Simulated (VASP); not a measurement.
A run of VASP 6.6.1 is set up as follows.

The input INCAR:

```
SYSTEM = HfO2
PREC = Accurate ; ENCUT = 600
EDIFF = 1E-7 ; ISMEAR = -1
SIGMA = 0.05 ; LREAL = .False.
LASPH = .True. ; NELM = 80
ALGO = Fast ; ISIF = 3
LWAVE = .False. ; LCHARG = .False.
IBRION = 2 ; NSW = 60
EDIFFG = -0.01 ; KPAR = 8
```

KPOINTS

```
regular mesh
0
Gamma
  6 6 4
  0 0 0
```

Contents of POSCAR:

```
HfO2
1.0
    3.6043260000      0.0000000000      0.0000000000
    0.0000000000      3.6043260000      0.0000000000
    0.0000000000      0.0000000000      5.2635560000
Hf O
2 4
Direct
    0.5000000000      0.5000000000      0.5000000000
    0.0000000000      0.0000000000      0.0000000000
    0.0000000000      0.5000000000      0.6932930000
    0.5000000000      0.0000000000      0.8067070000
    0.5000000000      0.0000000000      0.3067070000
    0.0000000000      0.5000000000      0.1932930000
```

Potentials or basis: VASP PAW LDA potentials, release 64 (Hf_pv, O).

The run is started by

```sh
$ cat potpaw_LDA.64/Hf_pv/POTCAR potpaw_LDA.64/O/POTCAR > POTCAR
$ mpirun -np 8 vasp_std > vasp.out
```

Problem. Estimate the relaxed cell.

Solution. a = 3.523 Å, b = 3.523 Å, c = 5.072 Å, α = 90.00°, β = 90.00°, γ = 90.00°.

Problem. What does it give for the relaxed volume?

Solution. 10.49 Å³/atom.

Problem. Estimate the band gap on the k mesh.

Solution. 4.52 eV, indirect (least direct gap 4.65 eV).

Final structure:
```yaml
crystal:
  lattice:
    - [3.52318, 0.00000, 0.00000]
    - [0.00000, 3.52318, 0.00000]
    - [0.00000, 0.00000, 5.07235]
  atoms:
    - { symbol: Hf, position: [0.50000, 0.50000, 0.50000] }
    - { symbol: Hf, position: [0.00000, 0.00000, 0.00000] }
    - { symbol: O, position: [0.00000, 0.50000, 0.70574] }
    - { symbol: O, position: [0.50000, 0.00000, 0.79426] }
    - { symbol: O, position: [0.50000, 0.00000, 0.29426] }
    - { symbol: O, position: [0.00000, 0.50000, 0.20574] }
```

Caveat: spin-orbit coupling is left out, which moves the levels of the heavy elements. A k mesh can miss the band edges.
